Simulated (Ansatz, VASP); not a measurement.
# HfSi2P4 (HfSi2P4 monolayer) in two plane-wave programs, part 2 of 2

One calculation is typed for both programs; each brings its own data sets. How far apart do they land? Of the first pair: The structure shown is the start of the Ansatz relaxation below; VASP solves that cell, so the two are compared at the walk's first step.

VASP 6.6.1 and Ansatz 0.2.0.

So far: Set-up; Ansatz: relaxation, PBE with D3(BJ); VASP: single point, PBE with D3(BJ), start cell, pair 1.

**4. Comparison**

Known differences besides the potentials themselves: Ansatz cuts the interaction across the vacuum, VASP repeats the sheet with a dipole correction; the data sets hold 54 valence electrons in Ansatz (on its PAW soft_1 files) and 38 in VASP; the cutoff is 420 eV in Ansatz and 400 eV in VASP. Total energies have different zeros and are not compared.

Forces (eV/Å; atoms numbered as in POSCAR):

| atom | Ansatz x, y, z | VASP x, y, z |
| --- | --- | --- |
| P1 | 0.000, 0.000, -3.513 | 0.000, 0.000, -3.510 |
| P2 | 0.000, 0.000, 3.208 | 0.000, 0.000, 3.207 |
| P3 | 0.000, 0.000, -3.208 | 0.000, 0.000, -3.207 |
| P4 | 0.000, 0.000, 3.513 | 0.000, 0.000, 3.510 |
| Si5 | 0.000, 0.000, 1.327 | 0.000, 0.000, 1.352 |
| Si6 | 0.000, 0.000, -1.327 | 0.000, 0.000, -1.352 |
| Hf7 | 0.000, 0.000, 0.000 | 0.000, 0.000, 0.000 |

The forces differ by 8.0 meV/Å r.m.s., which is 0.5 % of the r.m.s. force of 1.526 eV/Å (both taken over all components). With vacuum in the cell, a pressure given here is an average over mostly empty space and none of the material.

**5. Ansatz: relaxation, PBE with D3(BJ)**

This run makes the geometry at which the two programs are then compared.

The structure compared here is the end of the Ansatz relaxation.

input.yaml

```yaml
crystal:
  lattice:
    - [3.48, 0.0, 0.0]
    - [-1.74, 3.0137684052, 0.0]
    - [0.0, 0.0, 48.7875290589]
  atoms:
    - { symbol: P, position: [0.0, 0.0, 0.4089159747] }
    - { symbol: Si, position: [0.3333333333, 0.6666666667, 0.4221250417] }
    - { symbol: P, position: [0.3333333333, 0.6666666667, 0.465373799] }
    - { symbol: Hf, position: [0.0, 0.0, 0.5] }
    - { symbol: P, position: [0.3333333333, 0.6666666667, 0.534626201] }
    - { symbol: Si, position: [0.3333333333, 0.6666666667, 0.5778749583] }
    - { symbol: P, position: [0.0, 0.0, 0.5910840253] }
  periodic: [true, true, false]
kpoints:
  mp_grid: { grid: [12, 12, 1] }
hamiltonian:
  xc: pbe
  dispersion: d3bj
  pseudopotentials: { kind: paw, azcp: { folder: soft_1 } }
scf:
  occupations: { method: fermi_dirac, width: 0.05 }
  convergence: { dr2_threshold: 1.0e-09 }
relax:
  f_tol: 0.004
  max_steps: 90
  cell: {}
output:
  write_potential: true
  write_density: true
  volumetric_format: npy
```

On the command line:

```console
$ ansatz run input.yaml --threads 2 --pin off --max-ram 3072MiB --backend cpu --events-out ev --progress --plain --runs-dir out
```

Numbers of over 12 decimals in the logs are rounded to 6 here.

Log:

```text
[...]
Crystal: 7 atoms, lattice volume = 511.679 Å³
Basis set: ecut = 420 eV, 9937 PW (Γ), exchange–correlation on 48×48×720 points (8 copies of the dense FFT grid, shifted against one another)
Bands: 34, of which v1, the nominal top of the filled ones, is band 27 counted from 1 (26 counted from 0)
Symmetry: 12 space group operations
[...]
- { symbol: P, position: [1.0573552618554969e-17, -5.135725556199063e-17, 0.402924] }
    - { symbol: Si, position: [0.333333, 0.666667, 0.423001] }
    - { symbol: P, position: [0.333333, 0.666667, 0.468687] }
    - { symbol: Hf, position: [1.0573552618555006e-17, -5.135725556199063e-17, 0.5] }
    - { symbol: P, position: [0.333333, 0.666667, 0.531313] }
    - { symbol: Si, position: [0.333333, 0.666667, 0.576999] }
    - { symbol: P, position: [1.0573552618554969e-17, -5.135725556199063e-17, 0.597076] }
[key lines of the parts left out:]
SCF converged after 5 iterations
Free energy (F): -20021.287501 eV
Fermi energy:    -5.512956 eV
P = ½ c Tr σ = 0.0160 N/m
```

**6. VASP: single point, PBE with D3(BJ), relaxed cell, pair 2**

The same cell, functional, mesh and smearing now go to VASP, with its own data sets.

INCAR

```
SYSTEM = HfSi2P4
PREC = Accurate
ENCUT = 400
EDIFF = 1E-06
NELM = 120
ISMEAR = -1
SIGMA = 0.05
LREAL = .FALSE.
ALGO = Normal
GGA = PE
IVDW = 12
NBANDS = 26
LASPH = .TRUE.
LORBIT = 11
LWAVE = .FALSE.
LCHARG = .FALSE.
ISIF = 2
LDIPOL = .TRUE.
IDIPOL = 3
DIPOL = 0.5 0.5 0.5
LVHAR = .TRUE.
GGA_COMPAT = .FALSE.
NELMDL = -8
KPAR = 2
```

POSCAR

```
HfSi2P4
1.0
    3.5859128506      0.0000000000      0.0000000000
   -1.7929564253      3.1054916244      0.0000000000
    0.0000000000      0.0000000000     48.7875290589
P Si Hf
4 2 1
Direct
    0.0000000000      0.0000000000      0.4029242291
    0.3333333333      0.6666666667      0.4686870434
    0.3333333333      0.6666666667      0.5313129566
    0.0000000000      0.0000000000      0.5970757709
    0.3333333333      0.6666666667      0.4230009851
    0.3333333333      0.6666666667      0.5769990149
    0.0000000000      0.0000000000      0.5000000000
```

KPOINTS

```
Automatic mesh
0
Gamma
12 12 1
0 0 0
```

The projector-augmented-wave data sets are P, Si and Hf_pv (PBE family, release 64).

On the command line:

```console
$ mpirun -np 2 vasp_std
```

Log:

```text
[... set-up lines as in an earlier step ...]
 entering main loop
       N       E                     dE             d eps       ncg     rms          rms(c)
DAV:   1     0.189512545706E+03    0.18951E+03   -0.12816E+04  1204   0.850E+02
DAV:   2    -0.256891558304E+02   -0.21520E+03   -0.21009E+03  1422   0.182E+02
DAV:   3    -0.460783481227E+02   -0.20389E+02   -0.20192E+02  1190   0.575E+01
DAV:   4    -0.466558077411E+02   -0.57746E+00   -0.57558E+00  1522   0.112E+01
[...]
DAV:  28    -0.448123228357E+02   -0.16520E-05   -0.43535E-08   628   0.825E-04    0.137E-03
DAV:  29    -0.448123239444E+02   -0.11086E-05   -0.16358E-08   650   0.540E-04    0.667E-04
DAV:  30    -0.448123244221E+02   -0.47776E-06   -0.97668E-09   588   0.389E-04
   1 F= -.47036997E+02 E0= -.47032763E+02  d E =-.846736E-02
```

From OUTCAR (step 6):

```text
 Edisp (eV)   -2.22467

  Total      -0.11834    -0.11834    -0.24581     0.00000    -0.00000     0.00000
  in kB      -0.34898    -0.34898    -0.72488     0.00000    -0.00000     0.00000
  external pressure =       -0.47 kB  Pullay stress =        0.00 kB

 POSITION                                       TOTAL-FORCE (eV/Angst)
 -----------------------------------------------------------------------------------
      0.00000      0.00000     19.65768        -0.000000      0.000000      0.020485
     -0.00000      2.07033     22.86608         0.000000     -0.000000      0.009215
     -0.00000      2.07033     25.92145         0.000000      0.000000     -0.009215
      0.00000      0.00000     29.12985        -0.000000      0.000000     -0.020485
     -0.00000      2.07033     20.63717        -0.000000     -0.000000     -0.001083
     -0.00000      2.07033     28.15036        -0.000000     -0.000000      0.001083
      0.00000      0.00000     24.39376        -0.000000      0.000000      0.000000
 -----------------------------------------------------------------------------------
    total drift:                                0.000000     -0.000000     -0.000000

  FREE ENERGIE OF THE ION-ELECTRON SYSTEM (eV)
  ---------------------------------------------------
  free  energy   TOTEN  =       -47.0369968738 eV

  energy  without entropy=      -47.0285295103  energy(sigma->0) =      -47.03276319

[... 1 part as in an earlier step ...]

[... 2 further parts left out ...]
[key lines of the parts left out:]
E-fermi :  -2.7293
```

**7. Side by side**

What differs besides the data sets and the points named for the pairs above, as far as they apply: the data sets hold 54 valence electrons in Ansatz (on its PAW soft_1 files) and 38 in VASP. Total energies have different zeros and are not compared.

At this near-relaxed geometry the largest component of a force difference is 20 meV/Å. With vacuum in the cell, a pressure given here is an average over mostly empty space and none of the material.

**8. Outcome**

| Property | Result |
| --- | --- |
| r.m.s. force difference (single point, PBE with D3(BJ), start cell, pair 1) | 0.52 % of the r.m.s. force |
| r.m.s. force difference (single point, PBE with D3(BJ), relaxed cell, pair 2) | 6.7 meV/Å |

**Reading.** The r.m.s. force difference is 6.7 meV/Å (single point, PBE with D3(BJ), relaxed cell, pair 2), within the 12 meV/Å picked in this series as the mark of a large difference. The data sets hold unlike numbers of valence electrons (54 in Ansatz and 38 in VASP), so part of the differences comes from the potentials. How closely two codes agree says nothing of how well the functional describes the real material.

[Lines on the potential files, build, host, timing and source positions are cut from VASP's logs without a mark.]

[Logs are printed without paths, hosts, clocks, repeated set-up lines and the standing remarks that a program may print on its own settings, such as how far it seeks lower states.]

[Hosts, paths, dates, database ids (printed as entryN), source tags and the programs' standing remarks are cut or masked in the printed files.]
